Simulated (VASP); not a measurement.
Given:

```yaml
crystal:
  lattice:
    - [2.83598, 0.00000, 0.00000]
    - [0.00000, 2.83598, 0.00000]
    - [0.00000, 0.00000, 2.83598]
  atoms:
    - { symbol: Cr, position: [0.00000, 0.00000, 0.00000], spin: 1.1 }
    - { symbol: Cr, position: [0.50000, 0.50000, 0.50000], spin: -1.1 }
```

These are PBE GGA, VASP's PBE PAW potentials (set 64) (plane waves; VASP) values and carry that method's errors. Numerical set-up: 520 eV cut-off, 13×13×13 Γ-centred mesh, first-order Methfessel-Paxton smearing of 0.10 eV, potentials Cr_pv.

Problem. Give the stress tensor in GPa (positive for a compressed cell).

Solution. 
```
6.60  0.00  0.00
0.00  6.60  0.00
0.00  0.00  6.60
```
The pressure is its mean diagonal, 6.60 GPa.

The compound is Cr in the bcc, AFM order structure. This cell is one point of a volume scan, at 0.97 of the reference volume.
